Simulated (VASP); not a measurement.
Set up this calculation in VASP 6.6.1, as the native input.

- Task: relaxation of cell and atoms
- Functional: PBE
- Potentials or basis: VASP PAW PBE potentials, release 64 (Mg, Zr_sv, O)
- Cutoff: 520 eV
- k mesh: 4 × 4 × 4
- Occupations: gaussian, width 0.15 eV
- Spin: no spin polarisation
- Further INCAR settings: PREC = Normal; ALGO = Fast; EDIFF = 0.0001; IBRION = 2; EDIFFG = -0.08; NSW = 24; ISIF = 3

The structure of MgZr2O3 lies in POSCAR:

```
MgZr2O3
1.0
    2.5637968000      1.4802087700      3.6548859500
   -2.5637968000      1.4802087700      3.6548859500
    0.0000000000     -2.9604175500      3.6548859500
Mg Zr O
1 2 3
Direct
    0.0000000000      0.0000000000      0.0000000000
    0.6670686700      0.6670686700      0.6670686700
    0.3329313300      0.3329313300      0.3329313300
    0.5000000000      0.5000000000      0.5000000000
    0.1369071800      0.1369071800      0.1369071800
    0.8630928200      0.8630928200      0.8630928200
```

The cell was built by a generator and needn't be a form met in nature.

The input as run:

INCAR

```
SYSTEM = MgZr2O3
PREC = Normal
ENCUT = 520
EDIFF = 1E-4
ISMEAR = 0
SIGMA = 0.15
LREAL = .FALSE.
LASPH = .TRUE.
NELM = 60
ALGO = Fast
ISIF = 3
LWAVE = .FALSE.
LCHARG = .FALSE.
GGA = PE
IBRION = 2
NSW = 24
EDIFFG = -0.08
```

KPOINTS

```
Automatic mesh
0
G
  4 4 4
  0 0 0
```

Potentials or basis: VASP PAW PBE potentials, release 64 (Mg, Zr_sv, O).

Command:

```bash
$ cat potpaw_PBE.64/Mg/POTCAR potpaw_PBE.64/Zr_sv/POTCAR potpaw_PBE.64/O/POTCAR > POTCAR
$ mpirun -np 1 vasp_std > vasp.out
```

Results of the run:

```json
{
  "Relaxed volume": "19.44 Å³/atom",
  "Relaxed cell": "a = 5.150 Å, b = 5.150 Å, c = 5.150 Å, α = 70.03°, β = 70.03°, γ = 70.03°",
  "Space group after relaxing (to 0.05 Å)": "R-3m (No. 166)",
  "Energy gained by relaxing": "1037.3 meV/atom",
  "Ionic steps": "24",
  "Pressure after relaxing": "0.0 GPa",
  "Largest force after relaxing": "0.008 eV/Å",
  "Band gap on the k mesh": "none (metal or under the smearing width)"
}
```

Caveat: the k mesh is coarse (spacing up to 0.38 Å⁻¹), so the values aren't converged; the volume moved by over 15 % at a fixed basis, so the end points are rough; the relaxation stopped at a loose force limit of 0.08 eV/Å, so its end isn't a converged minimum.

Run time: 5.1 min on 1 thread of AMD EPYC 9R45 96-Core Processor (Zen 5), on a shared host, peak memory 0.15 GiB.
